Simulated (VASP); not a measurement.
## BeTe (relaxed from the rock salt structure, space group Fm-3m): computed properties

All values below come from PBEsol GGA, VASP's PBE PAW potentials (set 64) (plane waves; VASP).

```
Property                                                                                                  Result
----------------------------------  ----------------------------------------------------------------------------
space group                                                                                          Fm-3m (225)
cell                                a = 5.3068 Å, b = 5.3068 Å, c = 5.3068 Å, α = 90.00°, β = 90.00°, γ = 90.00°
volume per atom                                                                                    18.68 Å³/atom
band gap (over mesh and band path)                                      none (metal, semimetal or under 0.01 eV)
density                                                                                               6.07 g/cm³
```

Space group Fm-3m (No. 225); a = b = c = 5.307 Å, α = β = γ = 90.00°

| atom | site | symmetry | x | y | z |
|---|---|---|---|---|---|
| Be | 4a | m-3m | 0.0000 | 0.0000 | 0.0000 |
| Te | 4b | m-3m | 0.5000 | 0.5000 | 0.5000 |
(The calculation used a cell of 2 atoms; values per cell refer to that cell.)

Unless said otherwise, spin-orbit coupling is left out, though it shifts the bands of the heavy elements here.

The structure was generated: BeTe was put into the rock salt type (Fm-3m), which need not be its known phase. It was relaxed first, which changed the volume by +16 %. Symmetry was kept, so distortions that lower it aren't found.
